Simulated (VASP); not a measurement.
```xyz
2
Lattice="1.6150 -2.7973 0.0000 1.6150 2.7973 0.0000 0.0000 0.0000 5.1500" Properties=species:S:1:pos:R:3 pbc="T T T"
Zr     1.6150     0.9324     1.2875
Zr     1.6150    -0.9324     3.8625
```

The base run (VASP): PBE GGA, plane waves, VASP's PBE PAW potentials (set 64). Settings: 400 eV cut-off, 12×12×7 Γ-centred mesh, first-order Methfessel-Paxton smearing of 0.10 eV, potentials Zr_sv.

The base run took about 10 core-seconds. Times come from single runs on busy shared machines, so they are rough: good to a factor of about 2.

Pressures at a finite cut-off, here 400 eV, hold a Pulay part, which wasn't tested here.

```json
[
 {"setting": "GGA = PS", "cost over the base run": "within a factor of 2", "electronic steps": "11", "pressure (GPa)": "-3.34"},
 {"setting": "IVDW = 11", "cost over the base run": "within a factor of 2", "electronic steps": "12", "pressure (GPa)": "-3.22"},
 {"setting": "IVDW = 12", "cost over the base run": "within a factor of 2", "electronic steps": "12", "pressure (GPa)": "-3.43"},
 {"setting": "base run", "cost over the base run": "reference", "electronic steps": "12", "pressure (GPa)": "0.38"},
 {"setting": "GGA = 91", "cost over the base run": "within a factor of 2", "electronic steps": "12", "pressure (GPa)": "0.16"},
 {"setting": "AGGAC = 0.0, GGA = BO, LUSE_VDW = .TRUE., PARAM1 = 0.1833333333, PARAM2 = 0.22", "cost over the base run": "about 2 times", "electronic steps": "12", "pressure (GPa)": "-0.81"},
 {"setting": "GGA removed, LMIXTAU = .TRUE., METAGGA = SCAN", "cost over the base run": "about 10 times", "electronic steps": "35", "pressure (GPa)": "0.13"}
]
```

Left out are runs that failed, have no time on record or changed the cell.

The compound is Zr in the hcp structure. The cell was not relaxed at this level.
